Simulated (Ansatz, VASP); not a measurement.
**Cross-check of TiO2 (amorphous TiO2) between VASP and Ansatz**

One calculation is typed for both programs; each brings its own data sets. How far apart do they land? Of the first pair: The structure shown is the start of the Ansatz relaxation below; VASP solves that cell, so the two are compared at the walk's first step.

Calculated with Ansatz 0.2.0; plane waves, with VASP 6.6.1 beside it; single point at LDA.

## (1) The structure

The cell holds 84 atoms: 28 Ti and 56 O. Its edges and angles: a = 10.458 Å, b = 10.458 Å, c = 10.458 Å, α = 90.0°, β = 90.0°, γ = 90.0°. As first built, before any earlier steps moved the atoms (in the runner's words): 84 atoms (28 Ti, 56 O) placed at random at 3.55 g/cm^3, melted at 5000 K for 10 ps at fixed volume with the Morse and Coulomb pair potential with partial charges (Pedone, Malavasi, Menziani, Cormack and Segre, J. Phys. Chem. B 110, 11780 (2006)). Quenched from 5000 K to 300 K at 10 K/ps and fixed volume, held 10 ps at zero pressure. The cell carries charge −1.

## (2) Ansatz: relaxation, LDA

Ansatz runs on its default PAW (the set named soft_2) files.

The two programs are compared at the cell with which this relaxation starts, whose forces are those of its first step.

input.yaml reads:

```yaml
crystal:
  lattice:
    - [10.45772, 0.0, 0.0]
    - [0.0, 10.45772, 0.0]
    - [0.0, 0.0, 10.45772]
  atoms:
    - { symbol: Ti, position: [0.17836, 0.88524, 0.3777] }
    - { symbol: Ti, position: [0.37126, 0.20543, 0.54854] }
    - { symbol: Ti, position: [0.3546, 0.10727, 0.21544] }
    - { symbol: Ti, position: [0.65296, 0.88411, 0.91692] }
    - { symbol: Ti, position: [0.81714, 0.26056, 0.24819] }
    - { symbol: Ti, position: [0.04876, 0.68544, 0.71092] }
    - { symbol: Ti, position: [0.14009, 0.62834, 0.15974] }
    - { symbol: Ti, position: [0.06142, 0.12749, 0.53599] }
    - { symbol: Ti, position: [0.86814, 0.41786, 0.8443] }
    - { symbol: Ti, position: [0.25056, 0.37061, 0.32701] }
    - { symbol: Ti, position: [0.12244, 0.89883, 0.96588] }
    - { symbol: Ti, position: [0.35948, 0.43697, 0.93245] }
    - { symbol: Ti, position: [0.26342, 0.51842, 0.6179] }
    - { symbol: Ti, position: [0.09863, 0.25148, 0.04548] }
    - { symbol: Ti, position: [0.45748, 0.63034, 0.37295] }
    - { symbol: Ti, position: [0.87351, 0.68569, 0.95231] }
    - { symbol: Ti, position: [0.58635, 0.19609, 0.84159] }
    - { symbol: Ti, position: [0.54462, 0.96774, 0.41561] }
    - { symbol: Ti, position: [0.93969, 0.41574, 0.51513] }
    - { symbol: Ti, position: [0.63945, 0.42579, 0.01537] }
    - { symbol: Ti, position: [0.29684, 0.1233, 0.88962] }
    - { symbol: Ti, position: [0.39727, 0.69668, 0.04592] }
    - { symbol: Ti, position: [0.87578, 0.73404, 0.4549] }
    - { symbol: Ti, position: [0.86434, 0.93144, 0.17464] }
    - { symbol: Ti, position: [0.75606, 0.04082, 0.63459] }
    - { symbol: Ti, position: [0.63967, 0.70971, 0.68825] }
    - { symbol: Ti, position: [0.31784, 0.8443, 0.68955] }
    - { symbol: Ti, position: [0.64657, 0.42156, 0.52294] }
    - { symbol: O, position: [0.7034, 0.00522, 0.47562] }
    - { symbol: O, position: [0.73762, 0.74701, 0.54985] }
    - { symbol: O, position: [0.96304, 0.27842, 0.16561] }
    - { symbol: O, position: [0.99328, 0.34035, 0.92073] }
    - { symbol: O, position: [0.37168, 0.091, 0.03483] }
    - { symbol: O, position: [0.6298, 0.05925, 0.93225] }
    - { symbol: O, position: [0.59941, 0.53551, 0.40455] }
    - { symbol: O, position: [0.51152, 0.05793, 0.27095] }
    - { symbol: O, position: [0.08329, 0.52923, 0.61809] }
    - { symbol: O, position: [0.13148, 0.48447, 0.24913] }
    - { symbol: O, position: [0.06083, 0.00617, 0.41157] }
    - { symbol: O, position: [0.71522, 0.71754, 0.84708] }
    - { symbol: O, position: [0.22265, 0.70145, 0.72624] }
    - { symbol: O, position: [0.42082, 0.16976, 0.77173] }
    - { symbol: O, position: [0.93356, 0.58835, 0.81018] }
    - { symbol: O, position: [0.33354, 0.20392, 0.37494] }
    - { symbol: O, position: [0.27237, 0.96709, 0.25946] }
    - { symbol: O, position: [0.13218, 0.74045, 0.29608] }
    - { symbol: O, position: [0.47714, 0.783, 0.6983] }
    - { symbol: O, position: [0.25386, 0.94996, 0.82541] }
    - { symbol: O, position: [0.44825, 0.04933, 0.53422] }
    - { symbol: O, position: [0.98794, 0.65099, 0.07839] }
    - { symbol: O, position: [0.01273, 0.80203, 0.86557] }
    - { symbol: O, position: [0.79179, 0.34042, 0.4202] }
    - { symbol: O, position: [0.86148, 0.39093, 0.66442] }
    - { symbol: O, position: [0.27063, 0.37949, 0.51811] }
    - { symbol: O, position: [0.90303, 0.56755, 0.43637] }
    - { symbol: O, position: [0.1205, 0.09614, 0.96957] }
    - { symbol: O, position: [0.80462, 0.08832, 0.22276] }
    - { symbol: O, position: [0.24397, 0.29795, 0.9348] }
    - { symbol: O, position: [0.23047, 0.78677, 0.03705] }
    - { symbol: O, position: [0.51701, 0.31776, 0.54494] }
    - { symbol: O, position: [0.35087, 0.61916, 0.50824] }
    - { symbol: O, position: [0.99743, 0.77568, 0.57633] }
    - { symbol: O, position: [0.78733, 0.52655, 0.98149] }
    - { symbol: O, position: [0.40406, 0.69336, 0.2096] }
    - { symbol: O, position: [0.22418, 0.25111, 0.17807] }
    - { symbol: O, position: [0.49973, 0.32107, 0.95666] }
    - { symbol: O, position: [0.50683, 0.81815, 0.97698] }
    - { symbol: O, position: [0.21217, 0.14626, 0.61535] }
    - { symbol: O, position: [0.63589, 0.5395, 0.65761] }
    - { symbol: O, position: [0.92708, 0.08327, 0.63396] }
    - { symbol: O, position: [0.26043, 0.87142, 0.5311] }
    - { symbol: O, position: [0.67422, 0.17867, 0.69294] }
    - { symbol: O, position: [0.50389, 0.55039, 0.00014] }
    - { symbol: O, position: [0.37949, 0.46587, 0.30114] }
    - { symbol: O, position: [0.26481, 0.55471, 0.02888] }
    - { symbol: O, position: [0.85811, 0.82468, 0.30621] }
    - { symbol: O, position: [0.78674, 0.84581, 0.03372] }
    - { symbol: O, position: [0.69538, 0.91643, 0.73892] }
    - { symbol: O, position: [0.69455, 0.34428, 0.15711] }
    - { symbol: O, position: [0.34598, 0.47566, 0.76769] }
    - { symbol: O, position: [0.0197, 0.92993, 0.10669] }
    - { symbol: O, position: [0.51391, 0.79776, 0.40389] }
    - { symbol: O, position: [0.71622, 0.32792, 0.88327] }
    - { symbol: O, position: [0.0421, 0.28591, 0.45978] }
total_charge: -1
kpoints:
  mp_grid: { grid: [1, 1, 1] }
hamiltonian:
  xc: lda
scf:
  occupations: { method: fermi_dirac, width: 0.01 }
  lower_state_search: "off"
output:
  forces: true
magnetization:
  spin_polarized: true
  initial_magnetization: 1
relax:
  f_tol: 0.05
  max_steps: 90
```

The run is started by

```bash
$ ansatz run input.yaml --threads 4 --pin off --max-ram 8192MiB --backend cpu --events-out ev --progress --plain --runs-dir out
```

Numbers of over 12 decimals in the logs are rounded to 6 here.

The log of the run:

```text
Engine: ansatz 0.2.0, x86_64-unknown-linux-gnu
Pseudopotentials: kind: paw
Pseudopotential: Ti, paw, valence charge 12, recommended cutoff 420 eV (normal), Ti.paw.azcp
Pseudopotential: O, paw, valence charge 6, recommended cutoff 420 eV (normal), O.paw.azcp
Functional definition: SPW92
  exchange = slater_x
  correlation = pw_c
Crystal: 84 atoms, lattice volume = 1143.697 Å³
Basis set: ecut = 420 eV, 22335 PW (Γ)
Bands: 421, of which v1, the nominal top of the filled ones, is band 337 counted from 1 (336 counted from 0)
Symmetry: 1 space group operations
Space group: P1 (ITA 1), of the structure as read, at distance tolerance 1.0e-4 Å
Magnetic group: BNS 1.1 (UNI 1), of the structure as read, at distance tolerance 1.0e-4 Å
k-points: 1
Non-local potential: Ti, projectors of the file, l = 0: 3, l = 1: 2, l = 2: 3, l = 3: 1
Non-local potential: O, projectors of the file, l = 0: 2, l = 1: 2, l = 2: 1
PAW form: soft (Blöchl's): semilocal exchange-correlation on the pseudo side does not see the compensation charge
PAW frozen core: Ti, regenerated for the run's functional, and the local potential with it (the file was generated under x = pbe(κ = 0.804, μ = 0.219515), c = pbe(β = 0.066725))
PAW frozen core: O, regenerated for the run's functional, and the local potential with it (the file was generated under x = pbe(κ = 0.804, μ = 0.219515), c = pbe(β = 0.066725))
PAW one-centre angular grid: Ti, 590 points (default); XC on 64 Gauss nodes
PAW one-centre angular grid: O, 110 points (default); XC on 64 Gauss nodes
Initial density: superposition of atomic densities (chi_scale 0.1, normalization cell, long waves kept (reshape's long-wave potential 0.17 eV rms))
Starting moments: Σ|m| = 1 μB on 84 of 84 sites
Initial wavefunctions: pseudopotential atomic-orbital guess
Functional: x = slater, c = lda
SCF iter   1: F=—  HF=-99815.097304 eV  |F-HF|=—  |Δ(HF+E_count)|=         —  Δρ=2.79e-2 (↑2.79e-2 ↓2.69e-2)  dr2=4.53e1  dr2_m=1.81e-1  M=1.000 μB ∫|m|=1.041 μB  β_m=1.00  ethr=3.10e-3  ⟨swp⟩=4.0  Hψ=2994  notcnv=0  defer=103
preconditioner: auto → Resta (q_TF=auto, 2.498 Å⁻¹)  ε∞=6.9  [insulator: Δε(μ)=0.067 eV  Ē_g=9.613 eV  σ=0.010 eV  W_gap=0.93  n_scr=304 (ndim 8)  ℏωp=23.3 eV  f_vac=0.055  D(μ)=6.56/eV (n_scr^D=18)  ε∞_Penn≈6.9]
spin=Collinear: Resta preconditioning applied to the charge; magnetization (m = ρ↑ − ρ↓) channel mixes plain (no charge-response kernel on spin).
SCF iter   2: F=—  HF=-99808.672876 eV  |F-HF|=—  |Δ(HF+E_count)|=         —  Δρ=2.03e-2 (↑2.03e-2 ↓1.96e-2)  dr2=2.34e1  dr2_m=1.45e-1  M=0.422 μB ∫|m|=0.524 μB  β_m=0.30  ethr=3.10e-3  ⟨swp⟩=2.0  Hψ=1000  notcnv=0  defer=138
Mixer restart at iter 2: flushing history
preconditioner: auto → Kerker (q_TF=auto, 2.498 Å⁻¹)  [metal: Δε(μ)=0.018 eV  Ē_g=9.680 eV  σ=0.010 eV  W_gap=0.42  n_scr=304 (ndim 8)  ℏωp=23.3 eV  f_vac=0.059  D(μ)=41.56/eV (n_scr^D=340)]
spin=Collinear: Kerker preconditioning applied to the charge; magnetization (m = ρ↑ − ρ↓) channel mixes plain (no charge-response kernel on spin).
SCF iter   3: F=—  HF=-99806.123697 eV  |F-HF|=—  |Δ(HF+E_count)|=    2.55e0  Δρ=1.52e-2 (↑1.52e-2 ↓1.51e-2)  dr2=1.50e1  dr2_m=3.80e-2  M=0.839 μB ∫|m|=0.906 μB  β_m=0.30  ethr=3.10e-3  ⟨swp⟩=2.5  Hψ=734  notcnv=0  defer=138
SCF iter   4: F=—  HF=-99802.046802 eV  |F-HF|=—  |Δ(HF+E_count)|=    4.08e0  Δρ=6.41e-3 (↑6.41e-3 ↓5.78e-3)  dr2=3.28e0  dr2_m=2.38e-2  M=0.939 μB ∫|m|=0.997 μB  β_m=0.30  ethr=2.22e-3  ⟨swp⟩=2.5  Hψ=1181  notcnv=0  defer=128
SCF iter   5: F=—  HF=-99801.516141 eV  |F-HF|=—  |Δ(HF+E_count)|=   5.31e-1  Δρ=4.44e-3 (↑4.34e-3 ↓4.44e-3)  dr2=1.44e0  dr2_m=6.82e-3  M=0.964 μB ∫|m|=1.056 μB  β_m=0.30  ethr=4.87e-4  ⟨swp⟩=3.5  Hψ=1194  notcnv=0  defer=129
SCF iter   6: F=—  HF=-99801.405938 eV  |F-HF|=—  |Δ(HF+E_count)|=   1.10e-1  Δρ=3.81e-3 (↑3.81e-3 ↓2.94e-3)  dr2=8.22e-1  dr2_m=2.39e-2  M=0.933 μB ∫|m|=1.036 μB  β_m=0.30  ethr=2.13e-4  ⟨swp⟩=3.0  Hψ=753  notcnv=0  defer=129
SCF iter   7: F=—  HF=-99801.400631 eV  |F-HF|=—  |Δ(HF+E_count)|=   5.31e-3  Δρ=4.57e-3 (↑4.57e-3 ↓2.11e-3)  dr2=1.01e0  dr2_m=2.67e-2  M=0.995 μB ∫|m|=1.109 μB  β_m=0.30  ethr=1.22e-4  ⟨swp⟩=3.0  Hψ=1559  notcnv=0  defer=132
SCF iter   8: F=—  HF=-99801.374417 eV  |F-HF|=—  |Δ(HF+E_count)|=   2.62e-2  Δρ=2.51e-3 (↑2.51e-3 ↓1.78e-3)  dr2=2.77e-1  dr2_m=1.56e-2  M=0.953 μB ∫|m|=1.081 μB  β_m=0.30  ethr=1.22e-4  ⟨swp⟩=4.0  Hψ=1046  notcnv=0  defer=132
SCF iter   9: F=—  HF=-99801.361570 eV  |F-HF|=—  |Δ(HF+E_count)|=   1.28e-2  Δρ=1.14e-3 (↑1.03e-3 ↓1.14e-3)  dr2=1.54e-1  dr2_m=1.57e-3  M=0.988 μB ∫|m|=1.120 μB  β_m=0.30  ethr=4.11e-5  ⟨swp⟩=4.5  Hψ=1081  notcnv=0  defer=126
SCF iter  10: F=—  HF=-99801.360845 eV  |F-HF|=—  |Δ(HF+E_count)|=   7.26e-4  Δρ=9.22e-4 (↑7.23e-4 ↓9.22e-4)  dr2=8.04e-2  dr2_m=1.32e-3  M=0.989 μB ∫|m|=1.129 μB  β_m=0.30  ethr=2.29e-5  ⟨swp⟩=4.0  Hψ=903  notcnv=0  defer=123
Mixer restart at iter 10: flushing history
[...]
atom  53  O      0.00173469    -0.00466510     0.03421991
  atom  54  O     -0.00518068    -0.00724154    -0.00240841
  atom  55  O     -0.01451347    -0.01687102    -0.00455036
  atom  56  O     -0.00448338     0.00301378     0.00454500
  atom  57  O     -0.00064277     0.00978715     0.00572937
  atom  58  O      0.00504604     0.00108704    -0.00014796
  atom  59  O     -0.00143561    -0.00439507     0.00592570
  atom  60  O      0.00011071     0.00013932    -0.00155050
  atom  61  O     -0.00172179    -0.00555388    -0.00104689
  atom  62  O     -0.00146661     0.00723927    -0.01223500
  atom  63  O     -0.01063518     0.00392055    -0.00075745
  atom  64  O      0.01068002    -0.00258937     0.00669613
  atom  65  O     -0.00194044     0.00222698     0.00192925
  atom  66  O     -0.00374331    -0.00395815    -0.00422959
  atom  67  O     -0.00194075     0.00254199    -0.00097846
  atom  68  O     -0.00007374     0.00249277    -0.00098217
  atom  69  O      0.00361492     0.00465692     0.00232046
  atom  70  O      0.00134033    -0.00503750     0.00026520
  atom  71  O     -0.00050094     0.00508604    -0.00862921
  atom  72  O     -0.00450415     0.00980400     0.00127807
  atom  73  O     -0.00481073     0.00576685     0.00222170
  atom  74  O     -0.00897396    -0.00970615    -0.00743711
  atom  75  O      0.00070331    -0.00893104    -0.00094091
  atom  76  O      0.00029462    -0.00339281    -0.00429977
  atom  77  O      0.00773763    -0.01874630    -0.00624669
  atom  78  O      0.00160682     0.01254268     0.01201407
  atom  79  O      0.00346432    -0.00817395     0.00516288
  atom  80  O     -0.00722453    -0.00697963    -0.00633815
  atom  81  O     -0.01547399    -0.00244885    -0.00013804
  atom  82  O     -0.00014865    -0.00026085    -0.00035247
  atom  83  O      0.00124828    -0.00526670     0.00372475
  atom  84  O     -0.01107413    -0.00428208     0.00932668
  max |Σ_I F_I| component: 1.25e-4 eV/Å
--- Relaxed structure (6 steps of the walk, 6 accepted, 0 SCFs on fresh bases) ---
  F+E_penalty+E_count = -99801.45061313 eV   max|allowed force component| = 4.878e-2 eV/Å
  atoms:
    - { symbol: Ti, position: [0.176443, 0.885206, 0.378011] }
    - { symbol: Ti, position: [0.371227, 0.205839, 0.549870] }
    - { symbol: Ti, position: [0.353466, 0.107321, 0.215900] }
    - { symbol: Ti, position: [0.653144, 0.884363, 0.917194] }
    - { symbol: Ti, position: [0.818106, 0.260217, 0.251193] }
    - { symbol: Ti, position: [0.047041, 0.688120, 0.710210] }
    - { symbol: Ti, position: [0.140653, 0.628290, 0.158420] }
    - { symbol: Ti, position: [0.061024, 0.127637, 0.536809] }
    - { symbol: Ti, position: [0.868019, 0.420509, 0.849734] }
    - { symbol: Ti, position: [0.251127, 0.370764, 0.327482] }
    - { symbol: Ti, position: [0.123308, 0.899421, 0.967246] }
    - { symbol: Ti, position: [0.359546, 0.436525, 0.932191] }
    - { symbol: Ti, position: [0.262844, 0.519750, 0.617460] }
    - { symbol: Ti, position: [0.098496, 0.251126, 0.046570] }
    - { symbol: Ti, position: [0.458166, 0.630355, 0.372046] }
    - { symbol: Ti, position: [0.875754, 0.685776, 0.947990] }
    - { symbol: Ti, position: [0.585278, 0.196864, 0.841981] }
    - { symbol: Ti, position: [0.544186, 0.968180, 0.415860] }
    - { symbol: Ti, position: [0.942443, 0.417749, 0.520956] }
    - { symbol: Ti, position: [0.640642, 0.423536, 0.015530] }
    - { symbol: Ti, position: [0.296518, 0.123108, 0.889429] }
    - { symbol: Ti, position: [0.398165, 0.695461, 0.044970] }
    - { symbol: Ti, position: [0.875197, 0.733439, 0.454590] }
    - { symbol: Ti, position: [0.862968, 0.931249, 0.175108] }
    - { symbol: Ti, position: [0.755551, 0.041370, 0.634419] }
    - { symbol: Ti, position: [0.639982, 0.709421, 0.687850] }
    - { symbol: Ti, position: [0.318098, 0.843718, 0.688836] }
    - { symbol: Ti, position: [0.647383, 0.421279, 0.520382] }
    - { symbol: O, position: [0.702974, 0.00608583, 0.474987] }
    - { symbol: O, position: [0.738258, 0.749546, 0.550933] }
    - { symbol: O, position: [0.965193, 0.276274, 0.169344] }
    - { symbol: O, position: [0.993216, 0.341400, 0.926788] }
    - { symbol: O, position: [0.370420, 0.089832, 0.035215] }
    - { symbol: O, position: [0.628293, 0.059377, 0.932175] }
    - { symbol: O, position: [0.600260, 0.536019, 0.402182] }
    - { symbol: O, position: [0.510844, 0.058239, 0.271172] }
    - { symbol: O, position: [0.083858, 0.528774, 0.614077] }
    - { symbol: O, position: [0.132629, 0.484081, 0.249268] }
    - { symbol: O, position: [0.059540, 0.00697579, 0.411445] }
    - { symbol: O, position: [0.716246, 0.718489, 0.845989] }
    - { symbol: O, position: [0.222750, 0.701438, 0.723676] }
    - { symbol: O, position: [0.419542, 0.171797, 0.770649] }
    - { symbol: O, position: [0.932288, 0.587664, 0.804815] }
    - { symbol: O, position: [0.333028, 0.203379, 0.376024] }
    - { symbol: O, position: [0.271181, 0.967155, 0.259957] }
    - { symbol: O, position: [0.131963, 0.740250, 0.295662] }
    - { symbol: O, position: [0.478055, 0.782175, 0.697289] }
    - { symbol: O, position: [0.256033, 0.950246, 0.824549] }
    - { symbol: O, position: [0.447997, 0.049170, 0.534867] }
    - { symbol: O, position: [0.991063, 0.649442, 0.075292] }
    - { symbol: O, position: [0.016645, 0.803659, 0.862219] }
    - { symbol: O, position: [0.791127, 0.339205, 0.421338] }
[...]
- { symbol: O, position: [0.784495, 0.848039, 0.035138] }
    - { symbol: O, position: [0.695562, 0.917834, 0.739385] }
    - { symbol: O, position: [0.696664, 0.342785, 0.157747] }
    - { symbol: O, position: [0.344260, 0.474923, 0.767320] }
    - { symbol: O, position: [0.018356, 0.928512, 0.106648] }
    - { symbol: O, position: [0.514448, 0.798343, 0.403838] }
    - { symbol: O, position: [0.714256, 0.327706, 0.881543] }
    - { symbol: O, position: [0.041555, 0.285373, 0.462135] }
```

In the SCF lines HF is the Harris–Foulkes energy and dr2 the Hartree energy of the density residual, in eV; the loop may stop once dr2 is under the threshold and the program's other checks hold. Hψ counts applications of the Hamiltonian.

[end of part 1 of 3]

[Lines on the potential files, build, host, timing and source positions are cut from VASP's logs without a mark.]

[Logs are printed without paths, hosts, clocks, repeated set-up lines and the standing remarks that a program may print on its own settings, such as how far it seeks lower states.]

[Hosts, paths, dates, database ids (printed as entryN), source tags and the programs' standing remarks are cut or masked in the printed files.]
